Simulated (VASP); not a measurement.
VASP ran on this input.

**KPOINTS**
```
Automatic mesh
0
Gamma
9 9 9
0 0 0
```

File POSCAR:
```
Sr
1.0
  3.8120549481   0.0000000000   0.0000000000
  0.0000000000   3.8120549481   0.0000000000
  0.0000000000   0.0000000000   3.8120549481
Sr
1
Direct
  0.0000000000   0.0000000000   0.0000000000
```

**INCAR**
```
ALGO = Normal
EDIFF = 1E-6
EDIFFG = -0.01
ENCUT = 400
IBRION = 2
ISIF = 3
ISMEAR = 1
LASPH = T
LCHARG = F
LMAXMIX = 4
LMIXTAU = T
LREAL = F
LWAVE = F
METAGGA = R2SCAN
NELM = 100
NSW = 60
PREC = Accurate
SIGMA = 0.1
SYSTEM = Sr
```

POTCAR, in this order: Sr_sv (PBE.64 set). Program: vasp_std.

Problem. Write an equivalent input for Ansatz.

Solution. One equivalent input (not run):
Ansatz 0.2 input:
```yaml
crystal:
  lattice:
    - [3.8120549, 0.0000000, 0.0000000]
    - [0.0000000, 3.8120549, 0.0000000]
    - [0.0000000, 0.0000000, 3.8120549]
  atoms:
    - { symbol: Sr, position: [0.0000000, 0.0000000, 0.0000000] }
kpoints:
  mp_grid: { grid: [9, 9, 9] }
hamiltonian:
  xc: r2scan
  pseudopotentials: { kind: paw }
scf:
  occupations: { method: methfessel_paxton, width: 0.1 }
  max_iter: 100
relax:
  max_steps: 60
  f_tol: 0.01
  cell: {}
output: { forces: true, stress: true, eigenvalues: true }
```
What does not carry over: each code has its own PAW files, so the cut-off isn't converted (ENCUT is set for VASP's; basis.ecutwfc is left out, and Ansatz then takes the one that its files recommend); Ansatz stops its SCF on the density residual and VASP on the energy change (EDIFF).

The structure was generated: Sr was put into the simple-cubic type (Pm-3m), which need not be its known phase. It was relaxed first, which changed the volume by -12 %. The start is the result of an earlier pass.
